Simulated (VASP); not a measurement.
Here is the system:

```yaml
crystal:
  lattice:
    - [5.73080, 0.00000, 0.00000]
    - [0.00000, 5.73080, 0.00000]
    - [0.00000, 0.00000, 5.73080]
  atoms:
    - { symbol: Cs, position: [0.00000, 0.00000, 0.00000] }
    - { symbol: Pb, position: [0.50000, 0.50000, 0.50000] }
    - { symbol: Cl, position: [0.50000, 0.00000, 0.50000] }
    - { symbol: Cl, position: [0.00000, 0.50000, 0.50000] }
    - { symbol: Cl, position: [0.50000, 0.50000, 0.00000] }
```

Calculation: PBE GGA, VASP's PBE PAW potentials (set 64) (plane waves; VASP). Run with 500 eV cut-off, 4×4×4 Γ-centred mesh, Gaussian smearing of 0.050 eV, potentials Cs_sv Pb_d Cl.

Unless said otherwise, spin-orbit coupling is left out, though it shifts the bands of the heavy elements here.

Predict the energy per atom (σ→0), band gap (on the k-mesh) with the smallest direct gap where there is one.

```json
{
 "band gap (on the k-mesh)": "2.20 eV",
 "smallest direct gap (on the k-mesh)": "2.20 eV",
 "energy per atom (σ→0)": "-3510 meV/atom"
}
```

Only differences to runs with the same potentials and settings are physical.

The compound is CsPbCl3 in the cubic perovskite structure, the ideal cubic form; the compound distorts at low or room temperature. It was relaxed first, which changed the volume by +7 %.
